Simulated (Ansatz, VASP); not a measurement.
**BiAs: VASP beside Ansatz**

Wanted: the spread between two codes on one cell, functional and k mesh. The cell is generated by rule, not measured, and may not be a known phase. The cell is taken from a series of runs on this material, whose earlier steps may have relaxed, scaled, displaced or heated it; both programs get it as it stands.

Calculated with Ansatz 0.2.0; plane waves, with VASP 6.6.1 beside it; relaxation of cell and atoms at PBEsol.

### 1. Set-up

Symmetry: F-43m, No. 216, cubic system. Conventional cell: a = 6.603 Å, b = 6.603 Å, c = 6.603 Å, α = 90.00°, β = 90.00°, γ = 90.00°. Bi has 4 As at 2.86 Å nearest. As has 4 Bi at 2.86 Å nearest. Farther neighbours are not listed.

Structure file:

```xyz
2
Lattice="0.0000 3.3015 3.3015 3.3015 0.0000 3.3015 3.3015 3.3015 0.0000" Properties=species:S:1:pos:R:3 pbc="T T T"
Bi    0.0000    0.0000    0.0000
As    1.6507    1.6507    1.6507
```

### 2. VASP: relaxation of cell and atoms, PBEsol, pair 1

The relaxed volume is the usual yardstick between codes: in a stiff, nearly cubic crystal its relative difference is about their pressure difference at one cell divided by the bulk modulus.

Lines of VASP's logs that name or quote its potential files are left out, and so is its time.

Contents of INCAR:

```
SYSTEM = BiAs
PREC = Accurate
ENCUT = 500
EDIFF = 1E-07
NELM = 120
ISMEAR = 1
SIGMA = 0.15
LREAL = .FALSE.
ALGO = Normal
GGA = PS
NBANDS = 16
LORBIT = 11
LWAVE = .FALSE.
LCHARG = .FALSE.
ISIF = 3
IBRION = 2
NSW = 80
EDIFFG = -0.005
LASPH = .TRUE.
GGA_COMPAT = .FALSE.
NELMIN = 4
KPAR = 2
```

Contents of POSCAR:

```
BiAs
1.0
    0.0000000000      3.3014910000      3.3014910000
    3.3014910000      0.0000000000      3.3014910000
    3.3014910000      3.3014910000      0.0000000000
Bi As
1 1
Direct
    0.0000000000      0.0000000000      0.0000000000
    0.2500000757      0.2500000757      0.2500000757
```

Contents of KPOINTS:

```
Automatic mesh
0
Gamma
12 12 12
0 0 0
```

The projector-augmented-wave data sets are Bi_d and As (PBE family, release 64).

On the command line:

```
> mpirun -np 2 vasp_std
```

Numbers of over 12 decimals in the logs are rounded to 6 here.

Output:

```text
[banner, memory and clock lines left out]
running    2 mpi-ranks, on    1 nodes
 distrk:  each k-point on    1 cores,    2 groups
 distr:  one band on    1 cores,    1 groups

 POSCAR found type information on POSCAR BiAs
 POSCAR found :  2 types and       2 ions
|                                                                             |
|               ----> ADVICE to this user running VASP <----                  |
|                                                                             |
|     You enforced a specific xc type in the INCAR file but a different       |
|     [... a line on the potential file left out ...]
|     I HOPE YOU KNOW WHAT YOU ARE DOING!                                     |
|                                                                             |

 LDA part: xc-table for (Slater+PW92), standard interpolation
 POSCAR, INCAR and KPOINTS ok, starting setup
 FFT: planning ... GRIDC
 FFT: planning ... GRID_SOFT
 FFT: planning ... GRID
 WAVECAR not read
 entering main loop
       N       E                     dE             d eps       ncg     rms          rms(c)
DAV:   1     0.144571707249E+03    0.14457E+03   -0.95786E+03  2312   0.118E+03
DAV:   2     0.125043396231E+01   -0.14332E+03   -0.14091E+03  2504   0.315E+02
DAV:   3    -0.879919372766E+01   -0.10050E+02   -0.99868E+01  2960   0.894E+01
DAV:   4    -0.902649395472E+01   -0.22730E+00   -0.22727E+00  2808   0.159E+01
DAV:   5    -0.903555898925E+01   -0.90650E-02   -0.90649E-02  3352   0.275E+00    0.245E+00
DAV:   6    -0.884223516436E+01    0.19332E+00   -0.74348E-01  3376   0.420E+00    0.137E+00
DAV:   7    -0.883952006637E+01    0.27151E-02   -0.59429E-02  2544   0.122E+00    0.696E-01
DAV:   8    -0.883653148513E+01    0.29886E-02   -0.92255E-03  3112   0.746E-01    0.945E-02
DAV:   9    -0.883632775447E+01    0.20373E-03   -0.18407E-03  2968   0.290E-01    0.549E-02
DAV:  10    -0.883636145978E+01   -0.33705E-04   -0.18146E-04  2744   0.901E-02    0.303E-02
DAV:  11    -0.883637041011E+01   -0.89503E-05   -0.45684E-05  2912   0.368E-02    0.633E-03
DAV:  12    -0.883637120637E+01   -0.79626E-06   -0.40520E-06  3008   0.142E-02    0.337E-03
DAV:  13    -0.883637135782E+01   -0.15145E-06   -0.72516E-07  2736   0.536E-03    0.251E-03
DAV:  14    -0.883637143525E+01   -0.77427E-07   -0.15332E-07  2336   0.418E-03
   1 F= -.88363714E+01 E0= -.88368866E+01  d E =-.883637E+01
 curvature:   0.00 expect dE= 0.000E+00 dE for cont linesearch  0.000E+00
 trial: gam= 0.00000 g(F)=  0.149E-40 g(S)=  0.395E-04 ort = 0.000E+00 (trialstep = 0.100E+01)
 search vector abs. value=  0.395E-04
 bond charge predicted
       N       E                     dE             d eps       ncg     rms          rms(c)
DAV:   1    -0.883693702684E+01   -0.56567E-03   -0.14768E-02  2984   0.178E+00    0.122E-01
DAV:   2    -0.883647133943E+01    0.46569E-03   -0.82884E-04  2896   0.448E-01    0.504E-02
DAV:   3    -0.883638082612E+01    0.90513E-04   -0.39727E-04  2952   0.275E-01    0.723E-03
DAV:   4    -0.883638242288E+01   -0.15968E-05   -0.11238E-05  2440   0.316E-02    0.464E-03
DAV:   5    -0.883638377370E+01   -0.13508E-05   -0.14718E-06  3424   0.826E-03    0.189E-03
DAV:   6    -0.883638437044E+01   -0.59674E-06   -0.37159E-07  2744   0.597E-03    0.736E-04
DAV:   7    -0.883638421567E+01    0.15478E-06   -0.61198E-08  1280   0.280E-03    0.231E-04
DAV:   8    -0.883638412403E+01    0.91633E-07   -0.13780E-08  1264   0.131E-03
   2 F= -.88363841E+01 E0= -.88368910E+01  d E =-.126888E-04
 trial-energy change:   -0.000013  1 .order   -0.000012   -0.000040    0.000015
 step:   0.7342(harm=  0.7254)  dis= 0.00000  next Energy=    -8.836386 (dE=-0.147E-04)
 reached required accuracy - stopping structural energy minimisation
```

Parts of OUTCAR (step 2):

```text
ion  position               nearest neighbor table
   1  0.000  0.000  0.000-   2 2.86   2 2.86   2 2.86   2 2.86
   2  0.250  0.250  0.250-   1 2.86   1 2.86   1 2.86   1 2.86

  LATTYP: Found a face centered cubic cell.
 ALAT       =     6.6029820000

 Subroutine GETGRP returns: Found 24 space group operations
 (whereof 24 operations were pure point group operations)

The static configuration has the point symmetry T_d .

 Found     72 irreducible k-points:

   k-points           NKPTS =     72   k-points in BZ     NKDIM =     72   number of bands    NBANDS=     16

   dimension x,y,z NGX =    36 NGY =   36 NGZ =   36
   dimension x,y,z NGXF=    72 NGYF=   72 NGZF=   72

   ENCUT  =  500.0 eV  36.75 Ry    6.06 a.u.   8.51  8.51  8.51*2*pi/ulx,y,z

   NELECT =      20.0000    total number of electrons

 k-points in reciprocal lattice and weights: Automatic mesh
   0.00000000  0.00000000  0.00000000       0.001
   0.08333333  0.00000000  0.00000000       0.005
   0.16666667  0.00000000  0.00000000       0.005
   0.25000000  0.00000000  0.00000000       0.005
   0.33333333  0.00000000  0.00000000       0.005
   0.41666667  0.00000000  0.00000000       0.005
   0.50000000  0.00000000  0.00000000       0.002
   0.08333333  0.08333333  0.00000000       0.003
   0.16666667  0.08333333  0.00000000       0.014
[...]
-0.33333333  0.50000000  0.16666667       0.007
  -0.25000000  0.50000000  0.25000000       0.003

 average (electrostatic) potential at core
       1-107.1140       2 -50.7131

 E-fermi :   3.6077

 k-point     1 :       0.0000    0.0000    0.0000
  band No.  band energies     occupation
    ...
      6      -9.4510      2.00000
      7      -3.1107      2.00000
      8       2.0566      2.00000
      9       2.0566      2.00000
     10       2.0566      2.00000
     11       4.6081     -0.00000
     12       4.6081     -0.00000
     13       4.6081     -0.00000
     14       7.5159      0.00000
     15      11.2678      0.00000
    ...

 k-point     2 :       0.0833    0.0000    0.0000
  band No.  band energies     occupation
    ...
      6      -9.3981      2.00000
      7      -3.2834      2.00000
      8       1.9692      2.00000
      9       1.9692      2.00000
     10       2.0038      2.00000
     11       4.6790     -0.00000
     12       4.7310     -0.00000
     13       4.7310     -0.00000
     14       7.8595      0.00000
     15      10.8519      0.00000
    ...

 k-point     3 :       0.1667    0.0000    0.0000
  band No.  band energies     occupation
    ...
      6      -9.2431      2.00000
      7      -3.7395      2.00000
      8       1.7639      2.00000
      9       1.7639      2.00000
     10       1.8204      2.00000
     11       5.0231     -0.00000
     12       5.0232     -0.00000
     13       5.0252     -0.00000
     14       8.6343      0.00000
     15      10.4470      0.00000
    ...

  Total        0.0088470      0.0088470      0.0088470      0.0000000      0.0000000     -0.0000000
  in kB        0.1972784      0.1972784      0.1972784      0.0000000      0.0000000     -0.0000000
  external PRESSURE =       0.1972784 kB  Pullay stress =       0.0000000 kB

  energy-cutoff  :      500.00
  volume of cell :       71.85
      direct lattice vectors                 reciprocal lattice vectors
    -0.000000000  3.299629945  3.299629945    -0.151532144  0.151532144  0.151532144
     3.299629945  0.000000000  3.299629945     0.151532144 -0.151532144  0.151532144
     3.299629945  3.299629945  0.000000000     0.151532144  0.151532144 -0.151532144

 POSITION                                       TOTAL-FORCE (eV/Angst)
 -----------------------------------------------------------------------------------
      3.29963      0.00000      3.29963         0.000000     -0.000000      0.000000
      1.64982      1.64982      1.64982        -0.000000      0.000000     -0.000000
 -----------------------------------------------------------------------------------
    total drift:                               -0.000091     -0.000091     -0.000091

  FREE ENERGIE OF THE ION-ELECTRON SYSTEM (eV)
  ---------------------------------------------------
  free  energy   TOTEN  =        -8.8363841240 eV

  energy  without entropy=       -8.8379047671  energy(sigma->0) =       -8.83689101

 reached required accuracy - stopping structural energy minimisation

 total charge
# of ion       s       p       d       tot
------------------------------------------
    1        1.566   1.254   9.927  12.746
    2        1.303   1.383   0.021   2.708
--------------------------------------------------
tot          2.869   2.636   9.948  15.454

[... 3 further parts left out ...]
```

CONTCAR:

```
BiAs
   1.00000000000000
    -0.0000000000000000    3.2996299453139701    3.2996299453139701
     3.2996299453139701    0.0000000000000000    3.2996299453139701
     3.2996299453139701    3.2996299453139701    0.0000000000000000
  Bi              As
     1     1
Direct
     0.0000000000000000    1.0000000000000000    0.0000000000000000
     0.2500000757000009    0.2500000757000009    0.2500000757000009
```

### 3. Ansatz: relaxation of cell and atoms, PBEsol, pair 1

Ansatz runs on its default PAW (the set named soft_2) files.

The same cell, functional, mesh and smearing now go to Ansatz, which takes its cutoff from its data sets.

Contents of input.yaml:

```yaml
crystal:
  lattice:
    - [0.0, 3.3014912644, 3.3014912644]
    - [3.3014912644, 0.0, 3.3014912644]
    - [3.3014912644, 3.3014912644, 0.0]
  atoms:
    - { symbol: Bi, position: [0.0, 0.0, 0.0] }
    - { symbol: As, position: [0.25, 0.25, 0.25] }
kpoints:
  mp_grid: { grid: [12, 12, 12] }
hamiltonian:
  xc: pbesol
scf:
  occupations: { method: methfessel_paxton, width: 0.15 }
output:
  forces: true
  stress: true
  eigenvalues: true
relax:
  adjacent_minimum: "off"
  f_tol: 0.001
  max_steps: 60
  cell: { stress_tol: 0.01 }
```

On the command line:

```
> ansatz run input.yaml --threads 4 --pin off --max-ram 7168MiB --backend cpu --events-out ev --progress --plain --runs-dir out
```

Output:

```text
Engine: ansatz 0.2.0, aarch64-unknown-linux-gnu
Pseudopotentials: kind: paw
Pseudopotential: Bi, paw, valence charge 15, recommended cutoff 420 eV (normal), Bi.paw.azcp
Pseudopotential: As, paw, valence charge 15, recommended cutoff 420 eV (normal), As.paw.azcp
Functional definition: PBEsol
  exchange = pbesol_x
  correlation = pbesol_c
Crystal: 2 atoms, lattice volume = 71.971 Å³
Basis set: ecut = 420 eV, 1411 PW (Γ), exchange–correlation on 64×64×64 points (8 copies of the dense FFT grid, shifted against one another)
Bands: 19, of which v1, the nominal top of the filled ones, is band 15 counted from 1 (14 counted from 0)
Symmetry: 24 space group operations
Space group: F-43m (ITA 216), of the structure as read, at distance tolerance 4.2e-5 Å
k-points: 72 of 1728 (time reversal used)
Non-local potential: Bi, projectors of the file, l = 0: 2, l = 1: 2, l = 2: 2, l = 3: 2
Non-local potential: As, projectors of the file, l = 0: 2, l = 1: 2, l = 2: 3, l = 3: 1
PAW form: soft (Blöchl's): semilocal exchange-correlation on the pseudo side does not see the compensation charge
PAW frozen core: Bi, regenerated for the run's functional, and the local potential with it (the file was generated under x = pbe(κ = 0.804, μ = 0.219515), c = pbe(β = 0.066725))
PAW frozen core: As, regenerated for the run's functional, and the local potential with it (the file was generated under x = pbe(κ = 0.804, μ = 0.219515), c = pbe(β = 0.066725))
PAW one-centre angular grid: Bi, 590 points (default); XC on 64 Gauss nodes
PAW one-centre angular grid: As, 590 points (default); XC on 64 Gauss nodes
Initial density: superposition of atomic densities (neutral atoms: chi_scale 0, normalization atom), corrected by the library's trained network
Initial wavefunctions: pseudopotential atomic-orbital guess
Functional: x = pbesol(κ = 0.804, μ = 0.123457), c = pbesol(β = 0.046)
SCF iter   1: F=—  HF=-17054.447048 eV  |F-HF|=—  |Δ(HF+E_count)|=         —  Δρ=1.47e-3  dr2=2.08e-3  ethr=1.77e-3  ⟨swp⟩=5.7  Hψ=6626  notcnv=0
preconditioner: auto → Kerker (q_TF=auto, 2.358 Å⁻¹)  [metal: Δε(μ)=0.039 eV  Ē_g=8.911 eV  σ=0.150 eV  W_gap=0.21  n_scr=14 (ndim 8)  ℏωp=13.8 eV  f_vac=0.125  D(μ)=0.75/eV (n_scr^D=0)]
SCF iter   2: F=—  HF=-17054.445714 eV  |F-HF|=—  |Δ(HF+E_count)|=   1.33e-3  S|Δr|=    0.00e0  Δρ=8.70e-4  dr2=4.86e-4  ethr=6.94e-6  ⟨swp⟩=2.2  Hψ=3015  notcnv=0
SCF iter   3: F=—  HF=-17054.445775 eV  |F-HF|=—  |Δ(HF+E_count)|=   6.14e-5  S|Δr|=    0.00e0  Δρ=2.37e-4  dr2=5.22e-5  ethr=1.62e-6  ⟨swp⟩=2.0  Hψ=2058  notcnv=0
SCF iter   4: F=—  HF=-17054.445812 eV  |F-HF|=—  |Δ(HF+E_count)|=   3.68e-5  S|Δr|=    0.00e0  Δρ=1.06e-4  dr2=1.11e-5  ethr=1.74e-7  ⟨swp⟩=1.9  Hψ=1535  notcnv=0
SCF iter   5: F=—  HF=-17054.445820 eV  |F-HF|=—  |Δ(HF+E_count)|=   7.72e-6  S|Δr|=    0.00e0  Δρ=3.23e-5  dr2=1.79e-6  ethr=3.70e-8  ⟨swp⟩=2.0  Hψ=1590  notcnv=0
SCF iter   6: F=—  HF=-17054.445821 eV  |F-HF|=—  |Δ(HF+E_count)|=   9.26e-7  S|Δr|=    0.00e0  Δρ=1.59e-5  dr2=2.91e-7  ethr=5.96e-9  ⟨swp⟩=2.0  Hψ=2448  notcnv=0
SCF iter   7: F=-17054.445821 eV  HF=-17054.445821 eV  |F-HF|=1.86e-8  |Δ(HF+E_count)|=   1.78e-7  S|Δr|=    0.00e0  Δρ=5.54e-6  dr2=2.19e-8  ethr=3.33e-10  ⟨swp⟩=6.0  Hψ=6589  notcnv=0
SCF 1 converged in 7 iterations: F = -17054.445821 eV  dr2 = 2.19e-8
  greatest PAW one-centre occupation: 0.999 electrons in one spin orbital (limit 2), on the As atom at site 1 (counted from 0), in its partial waves of l = 2
relax step   1: F+E_penalty+E_count = -17054.44582072 eV  Δ(F+E_penalty+E_count) = +0.000e0 eV  max|allowed force component| = 5.505e-16 eV/Å  Δτ_max = 0.0000 Å  P = -0.088 GPa  Ω = 71.971 Å³  (7 SCF iters, dr2 threshold 1.00e-7 eV, accepted)
[...]
relax step   2: F+E_penalty+E_count = -17054.44587891 eV  Δ(F+E_penalty+E_count) = -5.819e-5 eV  max|allowed force component| = 3.308e-16 eV/Å  Δτ_max = 0.0000 Å  P = +0.047 GPa  Ω = 71.742 Å³  energy of the carried Pulay correction = +2.858e-5 eV  (5 SCF iters, dr2 threshold 1.95e-8 eV, accepted)
[...]
relax step   3: F+E_penalty+E_count = -17054.44588073 eV  Δ(F+E_penalty+E_count) = -1.819e-6 eV  max|allowed force component| = 6.754e-16 eV/Å  Δτ_max = 0.0000 Å  P = -0.000 GPa  Ω = 71.822 Å³  energy of the carried Pulay correction = +1.862e-5 eV  (5 SCF iters, dr2 threshold 5.61e-9 eV, accepted)
[...]
relax step   4: F+E_penalty+E_count = -17054.44585689 eV  Δ(F+E_penalty+E_count) = +2.384e-5 eV  max|allowed force component| = 7.078e-16 eV/Å  Δτ_max = 0.0000 Å  P = +0.000 GPa  Ω = 71.822 Å³  stress off target by 1.88e-5 GPa  SCF on the basis re-selected at this cell (its energy is not comparable with the rows above)  (6 SCF iters)
basis re-selected at this cell: Δ(F+E_penalty+E_count) = +2.384e-5 eV, ΔP = +0.000 GPa vs the last step (what re-selecting the basis moved, of the pressure what is left beyond the Pulay correction that the steps carried, after the strain that the cell walked since its last selection, with what the two solves' SCF thresholds leave and, on support functions, any second-order correction that the steps lacked; it is no m [...]
SCF converged after 6 iterations
Stability not checked: this state was not tested for a lower state beside it, because cold or Methfessel-Paxton smearing, or corrected tetrahedra, fill the levels in a way that the test cannot read (fill_not_monotonic; see scf.lower_state_search)
Free energy (F): -17054.445857 eV
Harris-Foulkes:  -17054.445857 eV  (|F-HF|=7.28e-12)
Internal energy: -17054.447383 eV  (E = F + TS)
E sigma→0 (E₀):  -17054.446238 eV
Entropy (-TS):   0.001526 eV (0.763 meV/atom)
Fermi energy:    6.855240 eV
--- Per-component energies (eV) ---
  E_band       = -432.782505
  E_kinetic    = 404.291580
  E_local      = -3903.350941  (includes V_loc(G=0)·N_el)
  E_nonlocal   = -106.741185
  E_hartree    = 1724.746634
  E_xc         = -228.350043
  E_vxc        = -222.391082  (∫ρ·V_xc dr)
  E_paw        = -12301.095543  (= ΣΔE_a)
  E_vpaw       = -54.083686  (= ΣTr[D̂ρ^β])
  E_aug_tail   = -0.000453  (compensation charges beyond the density's cutoff)
  E_ewald      = -2645.003613
  E_core_change = 1.056181  (= ΣΔE_core)
  E_smearing   = 0.001526  (= −TS)
  E_closure    = 0.000000  (closes the sum)
  Σ components = -17054.445857   (vs F -17054.445857, Δ=0.00e0)
--- Forces (eV/Å), atoms counted from 1 ---
  atom   1  Bi    -0.00000000     0.00000000     0.00000000
  atom   2  As     0.00000000    -0.00000000    -0.00000000
  max |Σ_I F_I| component: 1.10e-15 eV/Å
--- Stress (GPa, compression-positive) ---
        0.000019      -0.000000      -0.000000
       -0.000000       0.000019       0.000000
       -0.000000       0.000000       0.000019
  P = ⅓ Tr σ = 0.0000 GPa (0.000 kbar)
--- Band table (eV; the first three rows and the last of 72) ---
  k-point 0: bands = [... 11 lower, 0.1391, 5.3027, 5.3027, 5.3027, 7.8575, 7.8575, 7.8575, 10.7680]
  k-point 1: bands = [... 11 lower, -0.0336, 5.2155, 5.2155, 5.2503, 7.9279, 7.9802, 7.9802, 11.1117]
  k-point 2: bands = [... 11 lower, -0.4897, 5.0104, 5.0104, 5.0678, 8.2721, 8.2721, 8.2732, 11.8864]
  k-point 71: bands = [... 11 lower, -3.5899, 3.0564, 3.1118, 7.4594, 8.1725, 9.5225, 10.4422, 13.1510]
--- Relaxed structure (3 steps of the walk, 3 accepted, 1 SCFs on fresh bases) ---
  F+E_penalty+E_count = -17054.44585689 eV   max|allowed force component| = 7.078e-16 eV/Å   (the final SCF, on the basis selected at the relaxed cell)
  cell:  # Å, volume = 71.8218 Å³
    - [0, 3.299201, 3.299201]
    - [3.299201, 0, 3.299201]
    - [3.299201, 3.299201, 0]
  atoms:
    - { symbol: Bi, position: [0, 0, 0] }
    - { symbol: As, position: [0.250000, 0.250000, 0.250000] }
```

Reading the cycles: dr2 is the Hartree energy of the density residual (eV), the measure of convergence; HF is the Harris–Foulkes estimate of the energy, which meets the free energy F at convergence.

### 4. Comparison

Known differences besides the potentials themselves: the data sets hold 30 valence electrons in Ansatz (on its default PAW (the set named soft_2) files) and 20 in VASP; the cutoff is 420 eV in Ansatz and 500 eV in VASP; Ansatz makes its cores anew for this functional, VASP keeps those of its PBE data sets; Ansatz adds a Pulay correction to the stress that steers its cell, VASP none. Total energies have different zeros and are not compared.

Compared:

```
                                         quantity  Ansatz   VASP  difference
                                      volume (Å³)   71.82  71.85     -0.04 %
edge a after relaxation, in the typed setting (Å)   4.666  4.666     -0.01 %
```

(Continued in part 2 of 2.)

[Lines on the potential files, build, host, timing and source positions are cut from VASP's logs without a mark.]

[Logs are printed without paths, hosts, clocks, repeated set-up lines and the standing remarks that a program may print on its own settings, such as how far it seeks lower states.]

[Hosts, paths, dates, database ids (printed as entryN), source tags and the programs' standing remarks are cut or masked in the printed files.]
